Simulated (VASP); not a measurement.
Level of theory: PBE GGA, VASP's PBE PAW potentials (set 64) (plane waves; VASP).

Input for VASP

### POSCAR
```
V
1
   -1.5276716654     1.5276716654     1.5276716654
    1.5276716654    -1.5276716654     1.5276716654
    1.5276716654     1.5276716654    -1.5276716654
V
1
Direct
  0.0000000000   0.0000000000   0.0000000000
```

**KPOINTS**
```
Automatic
0
G
 17 17 17
0 0 0
```

INCAR:
```
SYSTEM=V
PREC=Accurate; ENCUT=520; LREAL=.FALSE.
LASPH=.TRUE.
EDIFF=1E-7; NELM=100; ALGO=Normal
LMAXMIX=4
ISMEAR=1; SIGMA=0.1
GGA=PE
ISIF=2
LWAVE=.FALSE.; LCHARG=.FALSE.
```

POTCAR, in this order: V_sv (PBE.64 set). Program: vasp_std.

Output

File OUTCAR:
```
 ion  position               nearest neighbor table
   1  0.000  0.000  0.000-
  LATTYP: Found a body centered cubic cell.
 ALAT       =     3.0553433308
 Subroutine PRICEL returns:
 Original cell was already a primitive cell.
 Subroutine GETGRP returns: Found 48 space group operations
The static configuration has the point symmetry O_h .
The dynamic configuration has the point symmetry O_h .
 Subroutine INISYM returns: Found 48 space group operations
 Subroutine IBZKPT returns following result:
 Found    165 irreducible k-points:

 Following reciprocal coordinates:
            Coordinates               Weight
  0.000000  0.000000  0.000000      1.000000
  0.058824  0.000000  0.000000     12.000000
  0.117647  0.000000  0.000000     12.000000
  0.176471  0.000000  0.000000     12.000000
  0.235294  0.000000  0.000000     12.000000
  0.294118  0.000000  0.000000     12.000000
  0.352941  0.000000  0.000000     12.000000
  0.411765  0.000000  0.000000     12.000000
  0.470588  0.000000  0.000000     12.000000
  0.058824  0.058824  0.000000     24.000000
  0.117647  0.058824  0.000000     48.000000
  0.176471  0.058824  0.000000     48.000000
  0.235294  0.058824  0.000000     48.000000
  0.294118  0.058824  0.000000     48.000000
  0.352941  0.058824  0.000000     48.000000
  0.411765  0.058824  0.000000     48.000000
  0.470588  0.058824  0.000000     24.000000
  0.117647  0.117647  0.000000     24.000000
  0.176471  0.117647  0.000000     48.000000
  0.235294  0.117647  0.000000     48.000000
  0.294118  0.117647  0.000000     48.000000
  0.352941  0.117647  0.000000     48.000000
  0.411765  0.117647  0.000000     48.000000
  0.176471  0.176471  0.000000     24.000000
  0.235294  0.176471  0.000000     48.000000
...
```

File OSZICAR:
```
       N       E                     dE             d eps       ncg     rms          rms(c)
DAV:   1     0.859886844334E+02    0.85989E+02   -0.73322E+03  3300   0.141E+03
DAV:   2    -0.892873304975E+01   -0.94917E+02   -0.92982E+02  3400   0.367E+02
DAV:   3    -0.104592591810E+02   -0.15305E+01   -0.15055E+01  3484   0.547E+01
DAV:   4    -0.104697812436E+02   -0.10522E-01   -0.10513E-01  3328   0.476E+00
DAV:   5    -0.104699021197E+02   -0.12088E-03   -0.12088E-03  3464   0.514E-01    0.170E+01
DAV:   6    -0.899283710808E+01    0.14771E+01   -0.64240E+00  3314   0.371E+01    0.131E+00
DAV:   7    -0.897550625265E+01    0.17331E-01   -0.26568E-02  3320   0.287E+00    0.818E-01
DAV:   8    -0.896667765789E+01    0.88286E-02   -0.67019E-03  3350   0.135E+00    0.612E-02
DAV:   9    -0.896672272666E+01   -0.45069E-04   -0.10967E-04  3318   0.167E-01    0.319E-02
DAV:  10    -0.896672467735E+01   -0.19507E-05   -0.10702E-05  3346   0.476E-02    0.363E-03
DAV:  11    -0.896672506230E+01   -0.38495E-06   -0.80269E-07  3336   0.135E-02    0.124E-03
DAV:  12    -0.896672531456E+01   -0.25226E-06   -0.41638E-08  1662   0.339E-03    0.266E-04
DAV:  13    -0.896672542916E+01   -0.11460E-06   -0.21152E-09  1650   0.722E-04    0.764E-05
DAV:  14    -0.896672542762E+01    0.15400E-08   -0.15320E-10  1650   0.204E-04
   1 F= -.89667254E+01 E0= -.89665849E+01  d E =-.421447E-03
```

OUTCAR:
```
------------------------ aborting loop because EDIFF is reached ----------------------------------------
  FORCE on cell =-STRESS in cart. coord.  units (eV):
  Direction    XX          YY          ZZ          XY          YZ          ZX
  --------------------------------------------------------------------------------------
  Total       -0.8146202     -0.8146202     -0.8146202     -0.0000000      0.0000000     -0.0000000
  in kB      -91.5199344    -91.5199344    -91.5199344     -0.0000000      0.0000000     -0.0000000
  external PRESSURE =     -91.5199344 kB  Pullay stress =       0.0000000 kB
  volume of cell :       14.26
      direct lattice vectors                 reciprocal lattice vectors
    -1.527671665  1.527671665  1.527671665     0.000000000  0.327295460  0.327295460
     1.527671665 -1.527671665  1.527671665     0.327295460  0.000000000  0.327295460
     1.527671665  1.527671665 -1.527671665     0.327295460  0.327295460  0.000000000
 POSITION                                       TOTAL-FORCE (eV/Angst)
 -----------------------------------------------------------------------------------
      0.00000      0.00000      0.00000         0.000000     -0.000000      0.000000
 -----------------------------------------------------------------------------------
    total drift:                                0.000000      0.000000      0.000000
  FREE ENERGIE OF THE ION-ELECTRON SYSTEM (eV)
  ---------------------------------------------------
  free  energy   TOTEN  =        -8.9667254276 eV

  energy  without entropy=       -8.9663039803  energy(sigma->0) =       -8.96658495
```
(Selected blocks of OUTCAR.)

File OUTCAR:
```
 val. band max:        9.0018836086   @ k =  -0.2941   0.4118   0.1176

 cond. band min:       9.0086786404   @ k =  -0.4118  -0.4706   0.1765


 Fermi energy:         9.0044080463

 k-point     1 :       0.0000    0.0000    0.0000
  band No.  band energies     occupation
      1     -54.7912      2.00000
      2     -28.1755      2.00000
      3     -28.1755      2.00000
      4     -28.1755      2.00000
      5       2.5576      2.00000
      6       9.4015     -0.00000
      7       9.4015     -0.00000
      8       9.4015     -0.00000
      9      11.2705      0.00000
     10      11.2705      0.00000

 k-point     2 :       0.0588    0.0000    0.0000
  band No.  band energies     occupation
      1     -54.7860      2.00000
      2     -28.2018      2.00000
      3     -28.1836      2.00000
      4     -28.1756      2.00000
      5       2.6905      2.00000
      6       9.3468     -0.00001
      7       9.3902     -0.00000
      8       9.4936     -0.00000
      9      11.2079      0.00000
     10      11.2740      0.00000

 k-point     3 :       0.1176    0.0000    0.0000
  band No.  band energies     occupation
      1     -54.7710      2.00000
      2     -28.2766      2.00000
      3     -28.2069      2.00000
      4     -28.1761      2.00000
      5       3.0782      2.00000
      6       9.1932     -0.02255
      7       9.3371     -0.00003
      8       9.7636     -0.00000
      9      11.0668      0.00000
     10      11.2869      0.00000

 k-point     4 :       0.1765    0.0000    0.0000
  band No.  band energies     occupation
      1     -54.7481      2.00000
      2     -28.3890      2.00000
      3     -28.2419      2.00000
      4     -28.1767      2.00000
      5       3.6837      2.00000
      6       8.9688      1.56240
      7       9.2070     -0.01471
      8      10.1917     -0.00000
      9      10.9564     -0.00000
     10      11.3137      0.00000

 k-point     5 :       0.2353    0.0000    0.0000
...
```

The compound is V in the bcc structure. This cell is one point of a volume scan, at 1.06 of the reference volume. The run is not spin-polarised, so no magnetic state was tried.
